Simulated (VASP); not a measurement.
Output of a VASP run:

### OSZICAR
```
       N       E                     dE             d eps       ncg     rms          rms(c)
DAV:   1    -0.227294279522E+02   -0.22729E+02   -0.37686E+03  3120   0.752E+02
DAV:   2    -0.522207129528E+02   -0.29491E+02   -0.28902E+02  2808   0.193E+02
DAV:   3    -0.528545161828E+02   -0.63380E+00   -0.63225E+00  3384   0.257E+01
DAV:   4    -0.528559641399E+02   -0.14480E-02   -0.14311E-02  3600   0.135E+00
DAV:   5    -0.528559665659E+02   -0.24259E-05   -0.22725E-05  3504   0.293E-02    0.124E+01
DAV:   6    -0.511467924308E+02    0.17092E+01   -0.11867E+00  3344   0.727E+00    0.565E+00
DAV:   7    -0.513220437302E+02   -0.17525E+00   -0.14684E-01  2640   0.410E+00    0.197E+00
DAV:   8    -0.513714774552E+02   -0.49434E-01   -0.15772E-01  3136   0.293E+00    0.328E-01
DAV:   9    -0.514100161007E+02   -0.38539E-01   -0.13634E-02  2928   0.104E+00    0.124E-01
DAV:  10    -0.514283333916E+02   -0.18317E-01   -0.36786E-03  2840   0.390E-01    0.629E-02
DAV:  11    -0.514305709963E+02   -0.22376E-02   -0.29707E-03  2704   0.404E-01    0.464E-02
DAV:  12    -0.514296872161E+02    0.88378E-03   -0.43287E-04  3104   0.174E-01    0.316E-02
DAV:  13    -0.514309595435E+02   -0.12723E-02   -0.58609E-04  2856   0.165E-01    0.143E-02
DAV:  14    -0.514311683693E+02   -0.20883E-03   -0.22269E-04  3024   0.125E-01    0.109E-02
DAV:  15    -0.514311726650E+02   -0.42956E-05   -0.63160E-06  3136   0.226E-02    0.652E-03
DAV:  16    -0.514311735038E+02   -0.83882E-06   -0.28082E-07  3120   0.767E-03    0.580E-03
DAV:  17    -0.514311804572E+02   -0.69534E-05   -0.38454E-06  2832   0.136E-02    0.140E-03
DAV:  18    -0.514311790844E+02    0.13728E-05   -0.35367E-07  2600   0.561E-03    0.180E-03
DAV:  19    -0.514311792450E+02   -0.16060E-06   -0.92049E-08  2416   0.266E-03    0.373E-04
DAV:  20    -0.514311790387E+02    0.20635E-06   -0.50343E-08  1768   0.182E-03    0.173E-04
DAV:  21    -0.514311790376E+02    0.11038E-08   -0.22385E-09  1368   0.515E-04
   1 F= -.51431179E+02 E0= -.51431179E+02  d E =0.000000E+00
       N       E                     dE             ncg
```

OUTCAR:
```
------------------------ aborting loop because EDIFF is reached ----------------------------------------
  FORCE on cell =-STRESS in cart. coord.  units (eV):
  Direction    XX          YY          ZZ          XY          YZ          ZX
  --------------------------------------------------------------------------------------
  Total        0.0146141      0.0146141      0.0146141      0.0000000      0.0000000     -0.0000000
  in kB        1.4298128      1.4298128      1.4298128      0.0000000      0.0000000     -0.0000000
  external PRESSURE =       1.4298128 kB  Pullay stress =       0.0000000 kB
  volume of cell :       16.38
      direct lattice vectors                 reciprocal lattice vectors
     2.539417718  0.000000000  0.000000000     0.393791062  0.000000000  0.000000000
     0.000000000  2.539417718  0.000000000     0.000000000  0.393791062  0.000000000
     0.000000000  0.000000000  2.539417718     0.000000000  0.000000000  0.393791062
 POSITION                                       TOTAL-FORCE (eV/Angst)
 -----------------------------------------------------------------------------------
      0.00000      0.00000      0.00000         0.000000      0.000000      0.000000
 -----------------------------------------------------------------------------------
    total drift:                                0.000000      0.000000      0.000000
  FREE ENERGIE OF THE ION-ELECTRON SYSTEM (eV)
  ---------------------------------------------------
  free  energy   TOTEN  =       -51.4311790376 eV

  energy  without entropy=      -51.4311790376  energy(sigma->0) =      -51.43117904

 total charge

# of ion       s       p       d       tot
------------------------------------------
    1        0.698   0.553   6.136   7.386
```
(Selected blocks of OUTCAR.)

**POSCAR**
```
Os
1
    2.5394177178     0.0000000000     0.0000000000
    0.0000000000     2.5394177178     0.0000000000
    0.0000000000     0.0000000000     2.5394177178
Os
1
Direct
  0.0000000000   0.0000000000   0.0000000000
```

Write an INCAR and KPOINTS that could have produced this output.

One answer among several that fit: the input of the run itself, r2SCAN meta-GGA, plane waves, VASP's PBE PAW potentials (set 64).

### INCAR
```
ALGO = Normal
EDIFF = 1E-7
ENCUT = 400
ISIF = 2
ISMEAR = -5
LASPH = .TRUE.
LCHARG = .FALSE.
LMAXMIX = 6
LMIXTAU = .TRUE.
LORBIT = 11
LREAL = .FALSE.
LWAVE = .FALSE.
METAGGA = R2SCAN
NEDOS = 601
NELM = 100
PREC = Accurate
SYSTEM = Os
```

**KPOINTS_OPT**
```
k-points along high-symmetry lines
10
Line-mode
Reciprocal
  0.000000   0.000000   0.000000 ! GAMMA
  0.000000   0.500000   0.000000 ! X

  0.000000   0.500000   0.000000 ! X
  0.500000   0.500000   0.000000 ! M

  0.500000   0.500000   0.000000 ! M
  0.000000   0.000000   0.000000 ! GAMMA

  0.000000   0.000000   0.000000 ! GAMMA
  0.500000   0.500000   0.500000 ! R

  0.500000   0.500000   0.500000 ! R
  0.000000   0.500000   0.000000 ! X

  0.500000   0.500000   0.500000 ! R
  0.500000   0.500000   0.000000 ! M
```

KPOINTS:
```
Automatic mesh
0
Gamma
16 16 16
0 0 0
```

POTCAR, in this order: Os (PBE.64 set). Program: vasp_std.

For a metal the tetrahedron method with Blöchl corrections gives inexact stress and forces.

The structure was generated: Os was put into the simple-cubic type (Pm-3m), which need not be its known phase. It was relaxed first.
